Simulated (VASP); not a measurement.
All values below come from PBE GGA, VASP's PBE PAW potentials (set 64) (plane waves; VASP 6.6.1).

VASP ran on this input.

**INCAR**
```
LWAVE = .FALSE.
EDIFF = 1E-6
ISIF = 2
SIGMA = 0.136   ! width (eV)
LREAL = .FALSE.
SYSTEM = PdIn
PREC = Accurate
NELM = 100   ! most electronic steps
GGA = PE   ! PBE
ISMEAR = -1   ! Fermi-Dirac
ENCUT = 300   ! plane-wave cut-off (eV)
LCHARG = .FALSE.
ALGO = Normal   ! blocked Davidson
LMAXMIX = 4   ! l cut-off of mixed one-centre charges
LASPH = .TRUE.   ! aspherical one-centre terms
```

### POSCAR
```
PdIn
1
    3.2158940000     0.0000000000     0.0000000000
    0.0000000000     3.2158940000     0.0000000000
    0.0000000000     0.0000000000     3.2158940000
In Pd
1 1
Direct
  0.5000000000   0.5000000000   0.5000000000
  0.0000000000   0.0000000000   0.0000000000
```

### KPOINTS
```
K-points
0
Gamma
 13 13 13
0 0 0
```

POTCAR, in this order: In_d Pd (PBE.64 set). Program: vasp_std.

**Question.** What will the output report for the number of irreducible k-points (NKPTS), largest plane-wave count, number of space-group operations, FFT grid (NGX, NGY, NGZ)?

**Answer.** 
| Item | Value |
|---|---|
| number of irreducible k-points (NKPTS) | 84 |
| largest plane-wave count | 405 |
| number of space-group operations | 48 |
| FFT grid (NGX, NGY, NGZ) | 18 × 18 × 18 |

The structure is a typed PdIn crystal. The cell was not relaxed at this level, and its volume differs by -5.9 % from the start's. The electron count is odd and the run is not spin-polarised, which forces a metal.
